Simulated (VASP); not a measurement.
VASP ran on this input.

**KPOINTS**
```
Automatic mesh
0
Gamma
8 8 7
0 0 0
```

### INCAR
```
SYSTEM = BiSb
PREC = Accurate
ENCUT = 400
EDIFF = 1E-6
NELM = 100
ALGO = Normal
LREAL = .FALSE.
LASPH = .TRUE.
ISMEAR = 1
SIGMA = 0.1
GGA = PE
LMAXMIX = 4
LWAVE = .FALSE.
LCHARG = .FALSE.
ISIF = 2
IBRION = 0
NSW = 3
TEBEG = 300
```

### POSCAR
```
BiSb
1
    4.2431760000     0.0000000000     0.0000000000
   -2.1215880000     3.6746980000     0.0000000000
    0.0000000000     0.0000000000     4.1411290000
Bi Sb
1 1
Direct
  0.0000000000   0.0000000000   0.0000000000
  0.6666670000   0.3333330000   0.5000000000
```

POTCAR, in this order: Bi_d Sb (PBE.64 set). Program: vasp_std.

Output of the run:

File standard output:
```
 POSCAR found type information on POSCAR BiSb
 POSCAR found :  2 types and       2 ions
 Reading from existing POTCAR

 -----------------------------------------------------------------------------
|                                                                             |
|     EEEEEEE  RRRRRR   RRRRRR   OOOOOOO  RRRRRR      ###     ###     ###     |
|     E        R     R  R     R  O     O  R     R     ###     ###     ###     |
|     E        R     R  R     R  O     O  R     R     ###     ###     ###     |
|     EEEEE    RRRRRR   RRRRRR   O     O  RRRRRR       #       #       #      |
|     E        R   R    R   R    O     O  R   R                               |
|     E        R    R   R    R   O     O  R    R      ###     ###     ###     |
|     EEEEEEE  R     R  R     R  OOOOOOO  R     R     ###     ###     ###     |
|                                                                             |
|     Fatal error! IBRION=0, but no entry for POTIM on file INCAR. MUST       |
|     be specified!                                                           |
|                                                                             |
|       ---->  I REFUSE TO CONTINUE WITH THIS SICK JOB ... BYE!!! <----       |
|                                                                             |
 -----------------------------------------------------------------------------
```

Read the log: what went wrong, and how is it fixed?

The cause: molecular dynamics (IBRION = 0) was asked for without POTIM. VASP stops with an error: Fatal error! IBRION=0, but no entry for POTIM on file INCAR. MUST be specified! ----> I REFUSE TO CONTINUE WITH THIS SICK JOB ... BYE!!! <---- To mend it, set POTIM to the time step in fs (1 to 2 fs suits most solids). The plain static run on this cell (PBE GGA, plane waves, VASP's PBE PAW potentials (set 64)) converges, and its OSZICAR ends with
```
   1 F= -.77696789E+01 E0= -.77694871E+01  d E =-.575281E-03
```

The structure was generated: BiSb was put into the WC type (P-6m2), which need not be its known phase. The cell was not relaxed at this level.
